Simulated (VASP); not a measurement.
Set up this calculation in VASP 6.6.1, as the native input.

```yaml
Task: relaxation of cell and atoms
Functional: PBE
Potentials_or_basis: VASP PAW PBE potentials, release 64 (Te, W_sv)
Cutoff: 600 eV
k_mesh: 7 × 7 × 7
Occupations: methfessel-paxton, width 0.1 eV
Spin: no spin polarisation
Further_INCAR_settings: ALGO = Normal; EDIFF = 1e-07; IBRION = 2; EDIFFG = -0.01; NSW = 60; ISIF = 3
```

The structure of TeW2 lies in POSCAR:

```
TeW2
1.0
    0.0000000000      3.1299451300      3.1299451300
    3.1299451300      0.0000000000      3.1299451300
    3.1299451300      3.1299451300      0.0000000000
Te W
1 2
Direct
    0.0000000000      0.0000000000      0.0000000000
    0.2500000000      0.2500000000      0.2500000000
    0.7500000000      0.7500000000      0.7500000000
```

The cell was built by a generator and needn't be a form met in nature.

One way to write it, as run:

INCAR

```
ALGO     = Normal         # electronic algorithm
EDIFF    = 1E-7           # SCF threshold, eV
EDIFFG   = -0.01          # ionic threshold
ENCUT    = 600            # plane-wave cutoff, eV
GGA      = PE             # functional
IBRION   = 2              # ionic algorithm
ISIF     = 3              # what is computed and relaxed
ISMEAR   = 1              # smearing method
LASPH    = True           # aspherical terms in the spheres
LCHARG   = False          # write CHGCAR
LREAL    = False          # projectors in reciprocal space
LWAVE    = False          # write WAVECAR
NELM     = 80             # most SCF steps
NSW      = 60             # ionic steps
PREC     = Accurate       # precision mode
SIGMA    = 0.1            # smearing width, eV
```

KPOINTS

```
k-points
0
Gamma
  7 7 7
```

Potentials or basis: VASP PAW PBE potentials, release 64 (Te, W_sv).

Run with:

```console
$ cat potpaw_PBE.64/Te/POTCAR potpaw_PBE.64/W_sv/POTCAR > POTCAR
$ mpirun -np 1 vasp_std > vasp.out
```

Results of the run:

* Relaxed volume: 20.32 Å³/atom
* Relaxed cell: a = 4.418 Å, b = 4.418 Å, c = 4.418 Å, α = 60.00°, β = 60.00°, γ = 60.00°
* Space group after relaxing (to 0.05 Å): Fm-3m (No. 225)
* Energy gained by relaxing: 0.3 meV/atom
* Ionic steps: 3
* Pressure after relaxing: 0.0 GPa
* Band gap on the k mesh: none (metal or under the smearing width)

Wall time 76 s on 1 thread of Intel(R) Xeon(R) Platinum 8488C (Sapphire Rapids), on a shared host, peak memory 0.22 GiB.
